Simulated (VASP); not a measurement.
VASP ran on this input.

### INCAR
```
! general
SYSTEM    =  PbTe
PREC      =  Accurate
ENCUT     =  520   ! plane-wave cut-off (eV)
LREAL     =  .FALSE.   ! projection in real space or not
LASPH     =  .TRUE.   ! aspherical one-centre terms

! electronic loop
EDIFF     =  1E-7   ! SCF stop (eV)
NELM      =  100
ALGO      =  Normal
LMAXMIX   =  4   ! l cut-off of mixed one-centre charges

! smearing
ISMEAR    =  -5   ! tetrahedra, Bloechl

! functional
GGA       =  CX
LUSE_VDW  =  .TRUE.
AGGAC     =  0.0

! ions
ISIF      =  2   ! forces and stress, cell fixed

! output
LWAVE     =  .FALSE.
LCHARG    =  .TRUE.
LORBIT    =  11   ! lm-projected
NEDOS     =  601
```

File POSCAR:
```
PbTe
6.460
  0.0000000000   0.5000000000   0.5000000000
  0.5000000000   0.0000000000   0.5000000000
  0.5000000000   0.5000000000   0.0000000000
Te Pb
1 1
Direct
  0.5000000000   0.5000000000   0.5000000000
  0.0000000000   0.0000000000   0.0000000000
```

File KPOINTS:
```
K-points
0
Gamma
8 8 8
```

POTCAR, in this order: Te Pb_d (PBE.64 set). Program: vasp_std.

Problem. Write an equivalent input for Quantum ESPRESSO's pw.x.

Solution. One equivalent input (not run):
```
&CONTROL
  calculation = 'scf'
  pseudo_dir = './pseudo'
  outdir = './out'
  tprnfor = .true.
  tstress = .true.
/
&SYSTEM
  ibrav = 0
  nat = 2
  ntyp = 2
  ecutwfc = 82.3
  occupations = 'tetrahedra'
  input_dft = 'vdw-df-cx'
/
&ELECTRONS
  conv_thr = 7.3e-09
  electron_maxstep = 100
/
ATOMIC_SPECIES
  Te 127.600 Te.upf
  Pb 207.200 Pb.upf
CELL_PARAMETERS angstrom
     0.0000000    3.2300000    3.2300000
     3.2300000    0.0000000    3.2300000
     3.2300000    3.2300000    0.0000000
ATOMIC_POSITIONS crystal
  Te   0.5000000  0.5000000  0.5000000
  Pb   0.0000000  0.0000000  0.0000000
K_POINTS automatic
  8 8 8 0 0 0
```
The two are equivalent in intent, not identical: the potentials are each code's own (VASP's PAW set, PseudoDojo norm-conserving files in pw.x), so ENCUT and ecutwfc are chosen apart and not converted; conv_thr bounds pw.x's estimated SCF error, while EDIFF bounds the energy change between steps.

The compound is PbTe in the rock salt structure. The cell was not relaxed at this level.
